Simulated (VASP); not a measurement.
An input for Ansatz (written as the equivalent of a VASP run, and not itself run):

Ansatz 0.2 input:
```yaml
crystal:
  lattice:
    - [3.6910850, 0.0000000, 0.0000000]
    - [0.0000000, 3.6910850, 0.0000000]
    - [0.0000000, 0.0000000, 3.6531460]
  atoms:
    - { symbol: Cu, position: [-0.0004930, 0.5101080, 0.4887920] }
    - { symbol: Cu, position: [0.4966870, 0.0000560, 0.5028260] }
    - { symbol: Cu, position: [0.4939000, 0.4923710, 0.0147670] }
    - { symbol: Pd, position: [0.0099070, -0.0025360, -0.0063850] }
kpoints:
  mp_grid: { grid: [9, 9, 9] }
hamiltonian:
  xc: lda
  pseudopotentials: { kind: paw }
scf:
  occupations: { method: fermi_dirac, width: 0.136 }
  max_iter: 100
output: { forces: true, stress: true, eigenvalues: true }
```

Translate this input to VASP (INCAR, KPOINTS, POSCAR, choice of POTCAR).

Several could match; the one computed here: 
### INCAR
```
ALGO = Normal
EDIFF = 1E-6
ENCUT = 300
ISIF = 2
ISMEAR = -1
LASPH = T
LCHARG = F
LMAXMIX = 4
LREAL = F
LWAVE = F
NELM = 100
PREC = Accurate
SIGMA = 0.136
SYSTEM = Cu3Pd
```

KPOINTS:
```
kpoints
0
gamma
9 9 9
0 0 0
```

POSCAR:
```
Cu3Pd
1
    3.6910850000     0.0000000000     0.0000000000
    0.0000000000     3.6910850000     0.0000000000
    0.0000000000     0.0000000000     3.6531460000
Cu Pd
3 1
Direct
 -0.0004930000   0.5101080000   0.4887920000
  0.4966870000   0.0000560000   0.5028260000
  0.4939000000   0.4923710000   0.0147670000
  0.0099070000  -0.0025360000  -0.0063850000
```

POTCAR, in this order: Cu Pd (LDA.64 set). Program: vasp_std.

What does not carry over: each code has its own PAW files, so the cut-off isn't converted (ENCUT is set for VASP's; basis.ecutwfc is left out, and Ansatz then takes the one that its files recommend); Ansatz stops its SCF on the density residual and VASP on the energy change (EDIFF); Ansatz's lda is the Perdew-Wang form, while the LDA potentials of VASP carry Perdew-Zunger's.

The structure comes from a measured Cu3Pd entry of the Crystallography Open Database, whose conditions weren't checked. The cell was not relaxed at this level, atoms are displaced from their ideal sites.
